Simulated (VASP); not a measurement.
A VASP calculation is set up with these files.

KPOINTS:
```
Automatic mesh
0
Gamma
7 7 7
0 0 0
```

POSCAR:
```
Ni3Fe
1
    3.5500000000     0.0000000000     0.0000000000
    0.0000000000     3.5500000000     0.0000000000
    0.0000000000     0.0000000000     3.5500000000
Fe Ni
1 3
Direct
  0.0000000000   0.0000000000   0.0000000000
  0.0000000000   0.5000000000   0.5000000000
  0.5000000000   0.0000000000   0.5000000000
  0.5000000000   0.5000000000   0.0000000000
```

INCAR:
```
SYSTEM = Ni3Fe
PREC = Accurate
ENCUT = 400
EDIFF = 1E-6
NELM = 100
ALGO = Normal
LREAL = .FALSE.
LASPH = .TRUE.
ISMEAR = 1
SIGMA = 0.1
GGA = PE
LMAXMIX = 4
ISPIN = 2
MAGMOM = 3.0 0.7 0.7 0.7
LORBIT = 10
LWAVE = .FALSE.
LCHARG = .FALSE.
ISIF = 2
ICHARG = 11
```

POTCAR, in this order: Fe Ni (PBE.64 set). Program: vasp_std.

### Question
What happens when VASP runs on this input?

### Answer
There is a fault: ICHARG = 11 asks for a fixed density, but there is no CHGCAR. VASP stops with an error: ERROR: charge density could not be read from file CHGCAR for ICHARG>10 ----> I REFUSE TO CONTINUE WITH THIS SICK JOB ... BYE!!! <----

### standard output
```
 POSCAR found type information on POSCAR FeNi
 POSCAR found :  2 types and       4 ions
 Reading from existing POTCAR
 Reading from existing POTCAR
 LDA part: xc-table for (Slater+PW92), standard interpolation
 WARNING: stress and forces are not correct
 POSCAR, INCAR and KPOINTS ok, starting setup
 WAVECAR not read
 WARNING: CHGCAR is incomplete

 -----------------------------------------------------------------------------
|                                                                             |
|     EEEEEEE  RRRRRR   RRRRRR   OOOOOOO  RRRRRR      ###     ###     ###     |
|     E        R     R  R     R  O     O  R     R     ###     ###     ###     |
|     E        R     R  R     R  O     O  R     R     ###     ###     ###     |
|     EEEEE    RRRRRR   RRRRRR   O     O  RRRRRR       #       #       #      |
|     E        R   R    R   R    O     O  R   R                               |
|     E        R    R   R    R   O     O  R    R      ###     ###     ###     |
|     EEEEEEE  R     R  R     R  OOOOOOO  R     R     ###     ###     ###     |
|                                                                             |
|     ICHARG>10                                                               |
|                                                                             |
|       ---->  I REFUSE TO CONTINUE WITH THIS SICK JOB ... BYE!!! <----       |
|                                                                             |
 -----------------------------------------------------------------------------
```

To mend it, run self-consistently first and keep its CHGCAR, or remove ICHARG. The plain static run on this cell (PBE GGA, plane waves, VASP's PBE PAW potentials (set 64)) converges, and its OSZICAR ends with
```
   1 F= -.24997554E+02 E0= -.24996926E+02  d E =-.188506E-02  mag=     4.9475
```

The compound is Ni3Fe in the L1_2 structure. The cell was not relaxed at this level.
